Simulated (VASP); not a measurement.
Tc (hcp): the lattice constant c from VASP (plane waves, PAW) at several levels of theory. Static lattice.  The measured value holds thermal and zero-point effects that the static calculation lacks.

```
level   lattice constant c (Å)  error against measurement
------  ----------------------  -------------------------
LDA                      4.324                     -1.7 %
PBE                      4.397                     -0.0 %
PBEsol                   4.350                     -1.1 %
SCAN                     4.371                     -0.6 %
r2SCAN                   4.382                     -0.4 %
```

Measured: 4.399 Å at 293 K (as given by Wikipedia, Technetium (infobox)).

The cell of the LDA run:

Space group P6₃/mmc (No. 194); a = 2.7126 Å, b = 2.7126 Å, c = 4.3240 Å, α = 90.00°, β = 90.00°, γ = 120.00°

```json
[
 {"atom": "Tc", "site": "2c", "symmetry": "-6m2", "x": "0.3333", "y": "0.6667", "z": "0.2500"}
]
```

Only levels that ran to the end are used. Left out are those held back, those with too coarse a band path, GW runs whose mesh misses a band edge, hybrids' fits of cells that aren't cubic and levels without matching references; a question may draw on a part of the rest.

The compound is Tc in the hcp structure.
